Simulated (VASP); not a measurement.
Here is the system:

```
CELL_PARAMETERS angstrom
      4.25773     0.00000     0.00000
      0.00000     4.25773     0.00000
      0.00000     0.00000     2.69786
ATOMIC_POSITIONS crystal
  Si 0.00000 0.00000 0.00000
  Si 0.50000 0.50000 0.50000
  O  0.30729 0.30729 0.00000
  O  0.80729 0.19271 0.50000
  O  0.19271 0.80729 0.50000
  O  0.69271 0.69271 0.00000
```

Calculation: revPBE GGA, VASP's PBE PAW potentials (set 64) (plane waves; VASP 6.6.1). Numerical set-up: 520 eV cut-off, 6×6×9 Γ-centred mesh, tetrahedra with Blöchl corrections, potentials Si O.

The cores are frozen, which limits the accuracy of field gradients.

Question: Give the principal components of the electric field gradient (V/Å²) and the asymmetry η at each nucleus.

Answer: 
```
atom    Vxx   Vyy     Vzz     η
----  -----  ----  ------  ----
Si1   -20.0  -6.2    26.1  0.53
Si2   -20.0  -6.2    26.1  0.53
O3     65.6  49.3  -114.9  0.14
O4     65.6  49.3  -114.9  0.14
O5     65.6  49.3  -114.9  0.14
O6     65.6  49.3  -114.9  0.14
```

The compound is SiO2 in the rutile structure, stishovite, a high-pressure form. It was relaxed first.
